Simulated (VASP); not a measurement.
Consider the following.

```
CELL_PARAMETERS angstrom
      0.00000     2.89186     2.89186
      2.89186     0.00000     2.89186
      2.89186     2.89186     0.00000
ATOMIC_POSITIONS crystal
  Ni 0.50000 0.50000 0.50000
  Ni 0.25000 0.25000 0.25000
  Ni 0.75000 0.75000 0.75000
  Sn 0.00000 0.00000 0.00000
```

Computed with LDA (Ceperley-Alder, Perdew-Zunger), VASP's LDA PAW potentials (set 64) (plane waves; VASP 6.6.1). Numerical set-up: 400 eV cut-off, Gaussian smearing of 0.050 eV, potentials Ni Sn_d.

Q: Give the energies of bands 11 to 24 at the high-symmetry points, in eV from the Fermi level.

A: 
```csv
band,Γ,X,U,L,W
11,-3.35,-2.87,-2.78,-2.73,-2.66
12,-2.36,-2.61,-2.43,-2.73,-2.66
13,-2.36,-2.54,-2.43,-2.36,-2.48
14,-2.36,-2.54,-2.18,-2.36,-2.07
15,-0.98,-1.76,-2.00,-1.77,-2.07
16,-0.98,-1.76,-1.86,-1.77,-1.74
17,-0.98,-1.41,-1.51,-1.75,-1.46
18,-0.77,-1.31,-1.04,-0.82,-0.86
19,-0.77,-0.91,-0.95,-0.82,-0.80
20,-0.67,-0.80,-0.62,-0.72,-0.79
21,-0.67,-0.69,-0.59,-0.72,-0.79
22,3.98,-0.48,-0.48,-0.48,-0.43
23,4.34,-0.48,-0.31,3.44,-0.43
24,4.34,-0.44,0.06,3.44,-0.39
```

It has no gap at this level: it comes out as a metal or semimetal.

The structure comes from a measured Ni3Sn entry (Fm-3m) of the Crystallography Open Database, whose conditions weren't checked. It was relaxed first, which changed the volume by -10 %. The run is not spin-polarised, so no magnetic state was tried.
